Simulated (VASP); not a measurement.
NaCu, 2 atoms in the cell. Symmetry: P4/mmm, No. 123, tetragonal system. Conventional cell: a = 2.942 Å, b = 2.942 Å, c = 4.041 Å, α = 90.00°, β = 90.00°, γ = 90.00°. Na (site symmetry 4/mmm) has 8 Cu at 2.90 Å and 4 Na at 2.94 Å as nearest neighbours. Around Cu (site symmetry 4/mmm) lie 8 Na at 2.90 Å and 4 Cu at 2.94 Å. The cell was built by a generator and needn't be a form met in nature.

- Program: VASP 6.6.1
- Task: band structure
- Functional: RPBE
- Potentials or basis: VASP PAW PBE potentials, release 64 (Na_pv, Cu)
- Cutoff: 520 eV
- k mesh: 9 × 9 × 7
- Occupations: fermi-dirac, width 0.05 eV
- Spin: no spin polarisation
- Further INCAR settings: ALGO = Normal; EDIFF = 1e-07; NBANDS = 16

Potentials or basis: VASP PAW PBE potentials, release 64 (Na_pv, Cu).

Launch:

```console
$ cat potpaw_PBE.64/Na_pv/POTCAR potpaw_PBE.64/Cu/POTCAR > POTCAR
$ mpirun -np 1 vasp_std > vasp.out
```

Hardware: 1 thread of Intel(R) Xeon(R) Platinum 8488C (Sapphire Rapids), with other jobs on the host.

**Question.** Estimate the wall time of this run.

**Answer.** Run time: 28 s on 1 thread of Intel(R) Xeon(R) Platinum 8488C (Sapphire Rapids) (shared host), peak memory 0.18 GiB. Counts: scf iterations 42, k points 60.
